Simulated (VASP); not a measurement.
Crystal: Ir.

```
CELL_PARAMETERS angstrom
0.00000 1.91560 1.91560
1.91560 0.00000 1.91560
1.91560 1.91560 0.00000
ATOMIC_POSITIONS crystal
Ir 0.00000 0.00000 0.00000
```

* Program: VASP 6.6.1
* Task: relaxation of cell and atoms
* Functional: PBE
* Potentials or basis: VASP PAW PBE potentials, release 64 (Ir)
* Cutoff: 600 eV
* k mesh: 16 × 16 × 16
* Occupations: methfessel-paxton, width 0.1 eV
* Spin: no spin polarisation

At the start: pressure 12.5 GPa; volume 14.06 Å³/atom.

Q: Where does the relaxation end?

A: Over 4 steps the energy falls by 17.8 meV/atom and the volume is 14.53 Å³/atom (+3.4 %); space group Fm-3m (No. 225, to 0.05 Å).

The path:
| step | energy change (eV) | largest force (eV/Å) | pressure (GPa) | volume (Å³) |
| --- | --- | --- | --- | --- |
| 1 | 0.0000 | 0.0000 | 12.55 | 14.06 |
| 2 | 0.1900 | 0.0000 | -31.03 | 16.42 |
| 3 | -0.0178 | 0.0000 | -0.63 | 14.56 |
| 4 | -0.0178 | 0.0000 | -0.07 | 14.53 |

Final structure:
```
Ir
1.0
     0.00000    1.93691    1.93691
     1.93691    0.00000    1.93691
     1.93691    1.93691    0.00000
Ir
1
Cartesian
  0.0000 0.0000 0.0000
```
